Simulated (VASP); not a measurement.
Here is the system:

```xyz
2
Lattice="0.0000 2.8762 2.8762 2.8762 0.0000 2.8762 2.8762 2.8762 0.0000" Properties=species:S:1:pos:R:3 pbc="T T T"
Be     0.0000     0.0000     0.0000
Te     1.4381     1.4381     1.4381
```

Computed with SCAN meta-GGA, VASP's PBE PAW potentials (set 64) (plane waves; VASP). Settings: 520 eV cut-off, 8×8×8 Γ-centred mesh, Gaussian smearing of 0.050 eV, potentials Be Te.

Unless said otherwise, spin-orbit coupling is left out, though it shifts the bands of the heavy elements here.

Predict the energy per atom (σ→0), pressure, band gap (on the k-mesh) with the smallest direct gap where there is one.

| Item | Value |
|---|---|
| band gap (on the k-mesh) | 2.39 eV |
| smallest direct gap (on the k-mesh) | 3.82 eV |
| energy per atom (σ→0) | -21.236 eV/atom |
| pressure | -3.11 GPa |

Only differences to runs with the same potentials and settings are physical.

The compound is BeTe in the zinc blende structure. This cell is one point of a volume scan, at 1.06 of the reference volume.
